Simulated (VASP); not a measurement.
These are r2SCAN meta-GGA, VASP's PBE PAW potentials (set 64) (plane waves; VASP) values and carry that method's errors.

Input for VASP

### KPOINTS_OPT
```
k-points along high-symmetry lines
10
Line-mode
Reciprocal
  0.000000   0.000000   0.000000 ! GAMMA
  0.500000   0.000000   0.500000 ! X

  0.500000   0.000000   0.500000 ! X
  0.625000   0.250000   0.625000 ! U

  0.375000   0.375000   0.750000 ! K
  0.000000   0.000000   0.000000 ! GAMMA

  0.000000   0.000000   0.000000 ! GAMMA
  0.500000   0.500000   0.500000 ! L

  0.500000   0.500000   0.500000 ! L
  0.500000   0.250000   0.750000 ! W

  0.500000   0.250000   0.750000 ! W
  0.500000   0.000000   0.500000 ! X
```

### POSCAR
```
MoS2
1
    0.0000000000     2.9313339159     2.9313339159
    2.9313339159     0.0000000000     2.9313339159
    2.9313339159     2.9313339159     0.0000000000
Mo S
1 2
Direct
  0.0000000000   0.0000000000   0.0000000000
  0.2500000000   0.2500000000   0.2500000000
  0.7500000000   0.7500000000   0.7500000000
```

KPOINTS:
```
Automatic
0
G
 10 10 10
```

### INCAR
```
! general
SYSTEM   =  MoS2
PREC     =  Accurate
ENCUT    =  400
LREAL    =  .FALSE.
LASPH    =  .TRUE.   ! aspherical one-centre terms

! electronic loop
EDIFF    =  1E-7
NELM     =  100   ! most electronic steps
ALGO     =  Normal   ! blocked Davidson
LMAXMIX  =  4   ! l cut-off of mixed one-centre charges
LMIXTAU  =  .TRUE.

! smearing
ISMEAR   =  -5   ! tetrahedra, Bloechl

! functional
METAGGA  =  R2SCAN

! ions
ISIF     =  2

! output
LWAVE    =  .FALSE.
LCHARG   =  .FALSE.
LORBIT   =  11
NEDOS    =  601

! other
LEFG     =  .TRUE.
```

POTCAR, in this order: Mo_sv S (PBE.64 set). Program: vasp_std.

### Question
What does the run give for the energy per atom (σ→0), band gap (over mesh and band path)?

### Answer

```
Item                                                                   Value
----------------------------------  ----------------------------------------
energy per atom (σ→0)                                        -14.206 eV/atom
band gap (over mesh and band path)  none (metal, semimetal or under 0.01 eV)
```

**OSZICAR**
```
...
DAV:  17    -0.426169755866E+02    0.16616E-05   -0.14498E-06  1386   0.524E-03    0.361E-03
DAV:  18    -0.426169722971E+02    0.32894E-05   -0.32515E-06  1600   0.112E-02    0.122E-03
DAV:  19    -0.426169726321E+02   -0.33494E-06   -0.69073E-08   802   0.266E-03    0.426E-04
DAV:  20    -0.426169727933E+02   -0.16124E-06   -0.93433E-09   802   0.941E-04    0.202E-04
DAV:  21    -0.426169728321E+02   -0.38769E-07   -0.16347E-08   799   0.541E-04
   1 F= -.42616973E+02 E0= -.42616973E+02  d E =0.000000E+00
       N       E                     dE             ncg
       N       E                     dE             ncg
```

The structure was generated: MoS2 was put into the fluorite type (Fm-3m), which need not be its known phase. It was relaxed first, which changed the volume by -6 %.
